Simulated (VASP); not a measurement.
Computed with PBE GGA, VASP's PBE PAW potentials (set 64) (plane waves; VASP).

Input for VASP

**POSCAR**
```
NbAs
1
   -1.7168040000     1.7168040000     5.8489320000
    1.7168040000    -1.7168040000     5.8489320000
    1.7168040000     1.7168040000    -5.8489320000
Nb As
2 2
Direct
  0.7497200000   0.7497200000   0.0000000000
  0.4997200000   0.9997200000   0.5000000000
  0.1672800000   0.1672800000   0.0000000000
  0.9172800000   0.4172800000   0.5000000000
```

**KPOINTS**
```
Automatic mesh
0
Gamma
10 10 10
0 0 0
```

INCAR:
```
! general
SYSTEM   =  NbAs
PREC     =  Accurate
ENCUT    =  300
LREAL    =  F
LASPH    =  T

! electronic loop
EDIFF    =  1E-6
NELM     =  100
ALGO     =  Normal
LMAXMIX  =  4

! smearing
ISMEAR   =  -1
SIGMA    =  0.136

! functional
GGA      =  PE

! ions
ISIF     =  2

! output
LWAVE    =  F
LCHARG   =  F
```

POTCAR, in this order: Nb_sv As (PBE.64 set). Program: vasp_std.

What VASP printed:

OUTCAR:
```
 ion  position               nearest neighbor table
   1  0.750  0.750  0.000-   4 2.61   4 2.61   3 2.61   3 2.61   3 2.61   3 2.61
   2  0.500  1.000  0.500-   3 2.61   3 2.61   4 2.61   4 2.61   4 2.61   4 2.61
   3  0.167  0.167  0.000-   2 2.61   2 2.61   1 2.61   1 2.61   1 2.61   1 2.61
   4  0.917  0.417  0.500-   1 2.61   1 2.61   2 2.61   2 2.61   2 2.61   2 2.61
  LATTYP: Found a body centered tetragonal cell.
 ALAT       =     3.4336080000
 C/A-ratio  =     3.4068723046
 Subroutine PRICEL returns:
 Original cell was already a primitive cell.
 Subroutine GETGRP returns: Found  8 space group operations
The static configuration has the point symmetry C_2v.
 The point group associated with its full space group is C_4v.
The dynamic configuration has the point symmetry C_2v.
 Subroutine INISYM returns: Found  8 space group operations
 Subroutine IBZKPT returns following result:
 Found    102 irreducible k-points:

 Following reciprocal coordinates:
            Coordinates               Weight
  0.000000  0.000000  0.000000      1.000000
  0.100000  0.000000 -0.000000      8.000000
  0.200000  0.000000 -0.000000      8.000000
  0.300000  0.000000 -0.000000      8.000000
  0.400000 -0.000000  0.000000      8.000000
  0.500000 -0.000000  0.000000      4.000000
  0.100000  0.100000 -0.000000      8.000000
  0.200000  0.100000 -0.000000     16.000000
  0.300000  0.100000  0.000000     16.000000
  0.400000  0.100000  0.000000     16.000000
  0.500000  0.100000  0.000000     16.000000
 -0.400000  0.100000 -0.000000     16.000000
 -0.300000  0.100000  0.000000     16.000000
 -0.200000  0.100000  0.000000     16.000000
 -0.100000  0.100000  0.000000      4.000000
  0.200000  0.200000 -0.000000      8.000000
  0.300000  0.200000 -0.000000     16.000000
  0.400000  0.200000 -0.000000     16.000000
  0.500000  0.200000  0.000000     16.000000
 -0.400000  0.200000 -0.000000     16.000000
 -0.300000  0.200000  0.000000     16.000000
 -0.200000  0.200000  0.000000      4.000000
  0.300000  0.300000 -0.000000      8.000000
  0.400000  0.300000  0.000000     16.000000
  0.500000  0.300000  0.000000     16.000000
 -0.400000  0.300000 -0.000000     16.000000
 -0.300000  0.300000  0.000000      4.000000
  0.400000  0.400000  0.000000      8.000000
  0.500000  0.400000  0.000000     16.000000
 -0.400000  0.400000  0.000000      4.000000
  0.500000  0.500000  0.000000      2.000000
  0.100000  0.100000  0.100000      8.000000
  0.200000  0.100000  0.100000     16.000000
  0.300000  0.100000  0.100000     16.000000
  0.400000  0.100000  0.100000      8.000000
 -0.100000  0.100000  0.100000      4.000000
  0.200000  0.200000  0.100000      8.000000
  0.300000  0.200000  0.100000     16.000000
  0.400000  0.200000  0.100000     16.000000
  0.500000  0.200000  0.100000     16.000000
   k-points           NKPTS =    102   k-points in BZ     NKDIM =    102   number of bands    NBANDS=     22
   number of dos      NEDOS =    301   number of ions     NIONS =      4
   total plane-waves  NPLWV =  46656
   dimension x,y,z NGX =    36 NGY =   36 NGZ =   36
   dimension x,y,z NGXF=    72 NGYF=   72 NGZF=   72
   ions per type =               2   2
   PREC   = accura    normal or accurate (medium, high low for compatibility)
   ISTART =      0    job   : 0-new  1-cont  2-samecut
   ICHARG =      2    charge: 1-file 2-atom 10-const
   ISPIN  =      1    spin polarized calculation?
   LNONCOLLINEAR =      F non collinear calculations
   LSORBIT =      F    spin-orbit coupling
   INIWAV =      1    electr: 0-lowe 1-rand  2-diag
   ENCUT  =  300.0 eV  22.05 Ry    4.70 a.u.   8.94  8.94  8.94*2*pi/ulx,y,z
   NELM   =    100;   NELMIN=  2; NELMDL= -5     # of ELM steps
...
```

File OSZICAR:
```
       N       E                     dE             d eps       ncg     rms          rms(c)
DAV:   1     0.238005927607E+03    0.23801E+03   -0.14978E+04  4808   0.109E+03
DAV:   2    -0.125833201581E+02   -0.25059E+03   -0.24636E+03  5666   0.416E+02
DAV:   3    -0.333616122882E+02   -0.20778E+02   -0.20536E+02  8296   0.868E+01
DAV:   4    -0.343672339544E+02   -0.10056E+01   -0.10027E+01  6436   0.183E+01
DAV:   5    -0.344070544733E+02   -0.39821E-01   -0.39792E-01  7492   0.355E+00    0.116E+01
DAV:   6    -0.325324100530E+02    0.18746E+01   -0.98786E+00  6592   0.195E+01    0.341E+00
DAV:   7    -0.325281877360E+02    0.42223E-02   -0.41933E-01  7370   0.349E+00    0.206E+00
DAV:   8    -0.325182268800E+02    0.99609E-02   -0.51540E-02  6014   0.142E+00    0.361E-01
DAV:   9    -0.325180848431E+02    0.14204E-03   -0.65040E-03  7264   0.552E-01    0.210E-01
DAV:  10    -0.325181837186E+02   -0.98875E-04   -0.51610E-04  5652   0.224E-01    0.234E-02
DAV:  11    -0.325181677941E+02    0.15924E-04   -0.12597E-04  8056   0.611E-02    0.136E-02
DAV:  12    -0.325181629058E+02    0.48883E-05   -0.70611E-06  5814   0.246E-02    0.503E-03
DAV:  13    -0.325181622827E+02    0.62315E-06   -0.42477E-07  4080   0.525E-03
   1 F= -.32518162E+02 E0= -.32484634E+02  d E =-.670566E-01
```

OUTCAR:
```
------------------------ aborting loop because EDIFF is reached ----------------------------------------
  FORCE on cell =-STRESS in cart. coord.  units (eV):
  Direction    XX          YY          ZZ          XY          YZ          ZX
  --------------------------------------------------------------------------------------
  Total        2.2297669      2.2297669      1.5494938      0.0000000      0.0000000      0.0000000
  in kB       51.8074313     51.8074313     36.0016512      0.0000000      0.0000000      0.0000000
  external PRESSURE =      46.5388379 kB  Pullay stress =       0.0000000 kB
  volume of cell :       68.96
      direct lattice vectors                 reciprocal lattice vectors
    -1.716804000  1.716804000  5.848932000     0.000000000  0.291238837  0.085485692
     1.716804000 -1.716804000  5.848932000     0.291238837  0.000000000  0.085485692
     1.716804000  1.716804000 -5.848932000     0.291238837  0.291238837  0.000000000
 POSITION                                       TOTAL-FORCE (eV/Angst)
 -----------------------------------------------------------------------------------
      0.00000      0.00000      8.77012         0.000000      0.000000     -0.047676
      1.71680      0.00000      5.84566        -0.000000     -0.000000     -0.047676
      0.00000      0.00000      1.95682         0.000000      0.000000      0.047676
     -0.00000      1.71680      4.88128        -0.000000     -0.000000      0.047676
 -----------------------------------------------------------------------------------
    total drift:                               -0.000000     -0.000000      0.000104
  FREE ENERGIE OF THE ION-ELECTRON SYSTEM (eV)
  ---------------------------------------------------
  free  energy   TOTEN  =       -32.5181622827 eV

  energy  without entropy=      -32.4511056350  energy(sigma->0) =      -32.48463396
```
(Selected blocks of OUTCAR.)

At this cut-off the stress carries a Pulay error, which pulls relaxed volumes low.

The structure comes from a computed database's NbAs entry; how it stands against other phases isn't given here. The cell was not relaxed at this level.
